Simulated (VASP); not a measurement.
```
Na2S
1.0
    0.00000     3.26132     3.26132
    3.26132     0.00000     3.26132
    3.26132     3.26132     0.00000
Na S
2 1
Cartesian
  1.63066   1.63066   1.63066
  4.89198   4.89198   4.89198
  0.00000   0.00000   0.00000
```

All values below come from rev-vdW-DF2, VASP's PBE PAW potentials (set 64) (plane waves; VASP 6.6.1). Run with 520 eV cut-off, 5×5×5 Γ-centred mesh, Gaussian smearing of 0.050 eV, potentials Na_pv S.

**Question.** Predict the energy per atom (σ→0), band gap (on the k-mesh) with the smallest direct gap where there is one.

**Answer.** 
The band gap (on the k-mesh) is 2.43 eV. The smallest direct gap (on the k-mesh) is 2.43 eV and the energy per atom (σ→0) is -1.640 eV/atom.

Total energies compare only between runs with the same potentials, cut-off and functional.

The compound is Na2S in the antifluorite structure. It was relaxed first.
